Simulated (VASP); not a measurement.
All values below come from PBEsol GGA, VASP's PBE PAW potentials (set 64) (plane waves; VASP).

The input files of a VASP run:

File POSCAR:
```
Al3Sc
1
    4.1058670000     0.0000000000     0.0000000000
    0.0000000000     4.0607360000     0.0000000000
    0.0000000000     0.0000000000     4.1995770000
Sc Al
1 3
Direct
  0.0000000000   0.0000000000   0.0000000000
  0.0000000000   0.5000000000   0.5000000000
  0.5000000000   0.0000000000   0.5000000000
  0.5060260000   0.5000000000   0.0000000000
```

### INCAR
```
ALGO  =  Normal
EDIFF  =  1E-6
ENCUT  =  400
GGA  =  PS
ISIF  =  2
ISMEAR  =  1
LASPH  =  T
LCHARG  =  F
LMAXMIX  =  4
LREAL  =  F
LWAVE  =  F
NELM  =  100
PREC  =  Accurate
SIGMA  =  0.1
SYSTEM  =  Al3Sc
```

File KPOINTS:
```
Automatic mesh
0
Gamma
7 7 7
0 0 0
```

POTCAR, in this order: Sc_sv Al (PBE.64 set). Program: vasp_std.

The run wrote:

**OUTCAR**
```
 ion  position               nearest neighbor table
   1  0.000  0.000  0.000-   4 2.87   4 2.87   4 2.91   4 2.91   2 2.92   2 2.92   2 2.92   2 2.92
                             3 2.94   3 2.94   3 2.94   3 2.94
   2  0.000  0.500  0.500-   3 2.89   3 2.89   3 2.89   3 2.89   4 2.92   4 2.92   1 2.92   1 2.92
                             1 2.92   1 2.92   4 2.95   4 2.95
   3  0.500  0.000  0.500-   2 2.89   2 2.89   2 2.89   2 2.89   4 2.92   4 2.92   4 2.92   4 2.92
                             1 2.94   1 2.94   1 2.94   1 2.94
   4  0.506  0.500  0.000-   1 2.87   1 2.87   1 2.91   1 2.91   2 2.92   2 2.92   3 2.92   3 2.92
                             3 2.92   3 2.92   2 2.95   2 2.95
  LATTYP: Found a simple orthorhombic cell.
 ALAT       =     4.0607360000
 B/A-ratio  =     1.0111139951
 C/A-ratio  =     1.0341910925
 Subroutine PRICEL returns:
 Original cell was already a primitive cell.
 Subroutine GETGRP returns: Found  4 space group operations
The static configuration has the point symmetry C_2v.
The dynamic configuration has the point symmetry C_2v.
 Subroutine INISYM returns: Found  4 space group operations
 Subroutine IBZKPT returns following result:
 Found     64 irreducible k-points:

 Following reciprocal coordinates:
            Coordinates               Weight
  0.000000  0.000000  0.000000      1.000000
  0.142857  0.000000  0.000000      2.000000
  0.285714  0.000000  0.000000      2.000000
  0.428571  0.000000  0.000000      2.000000
  0.000000  0.142857  0.000000      2.000000
  0.142857  0.142857  0.000000      4.000000
  0.285714  0.142857  0.000000      4.000000
  0.428571  0.142857  0.000000      4.000000
  0.000000  0.285714  0.000000      2.000000
  0.142857  0.285714  0.000000      4.000000
  0.285714  0.285714  0.000000      4.000000
  0.428571  0.285714  0.000000      4.000000
  0.000000  0.428571  0.000000      2.000000
  0.142857  0.428571  0.000000      4.000000
  0.285714  0.428571  0.000000      4.000000
  0.428571  0.428571  0.000000      4.000000
...
```

**OSZICAR**
```
       N       E                     dE             d eps       ncg     rms          rms(c)
DAV:   1     0.955603535898E+02    0.95560E+02   -0.73255E+03  1816   0.105E+03
DAV:   2    -0.147730313897E+02   -0.11033E+03   -0.10851E+03  1810   0.335E+02
DAV:   3    -0.216748943004E+02   -0.69019E+01   -0.66076E+01  2744   0.639E+01
DAV:   4    -0.218186667161E+02   -0.14377E+00   -0.14281E+00  2566   0.102E+01
DAV:   5    -0.218211815097E+02   -0.25148E-02   -0.25139E-02  2578   0.131E+00    0.886E+00
DAV:   6    -0.208093490180E+02    0.10118E+01   -0.51036E+00  3026   0.260E+01    0.311E+00
DAV:   7    -0.207493310082E+02    0.60018E-01   -0.10768E-01  2232   0.284E+00    0.179E+00
DAV:   8    -0.207213018982E+02    0.28029E-01   -0.44648E-02  2860   0.189E+00    0.245E-01
DAV:   9    -0.207208175328E+02    0.48437E-03   -0.34725E-03  2310   0.623E-01    0.110E-01
DAV:  10    -0.207207471477E+02    0.70385E-04   -0.25082E-04  2908   0.171E-01    0.773E-02
DAV:  11    -0.207207501413E+02   -0.29936E-05   -0.47180E-05  2768   0.607E-02    0.381E-02
DAV:  12    -0.207207403499E+02    0.97914E-05   -0.56883E-05  2960   0.929E-02    0.821E-03
DAV:  13    -0.207207400781E+02    0.27184E-06   -0.57503E-06  2184   0.273E-02
   1 F= -.20720740E+02 E0= -.20720268E+02  d E =-.141646E-02
```

File OUTCAR:
```
------------------------ aborting loop because EDIFF is reached ----------------------------------------
  FORCE on cell =-STRESS in cart. coord.  units (eV):
  Direction    XX          YY          ZZ          XY          YZ          ZX
  --------------------------------------------------------------------------------------
  Total       -1.0473337     -0.6087306     -2.3700341      0.0000000      0.0000000      0.0000000
  in kB      -23.9651687    -13.9290183    -54.2312971      0.0000000      0.0000000      0.0000000
  external PRESSURE =     -30.7084947 kB  Pullay stress =       0.0000000 kB
  volume of cell :       70.02
      direct lattice vectors                 reciprocal lattice vectors
     4.105867000  0.000000000  0.000000000     0.243553919  0.000000000  0.000000000
     0.000000000  4.060736000  0.000000000     0.000000000  0.246260776  0.000000000
     0.000000000  0.000000000  4.199577000     0.000000000  0.000000000  0.238119220
 POSITION                                       TOTAL-FORCE (eV/Angst)
 -----------------------------------------------------------------------------------
      0.00000      0.00000      0.00000         0.110703      0.000000      0.000000
      0.00000      2.03037      2.09979         0.037573      0.000000      0.000000
      2.05293      0.00000      2.09979         0.004700      0.000000      0.000000
      2.07768      2.03037      0.00000        -0.152976      0.000000      0.000000
 -----------------------------------------------------------------------------------
    total drift:                               -0.000077      0.000000      0.000000
  FREE ENERGIE OF THE ION-ELECTRON SYSTEM (eV)
  ---------------------------------------------------
  free  energy   TOTEN  =       -20.7207400781 eV

  energy  without entropy=      -20.7193236161  energy(sigma->0) =      -20.72026792
```
(Selected blocks of OUTCAR.)

The compound is Al3Sc in the L1_2 structure. The cell was not relaxed at this level, atoms are displaced from their ideal sites. The run is one of a series of settings (GGA = PS against the base run), some of them coarse on purpose.
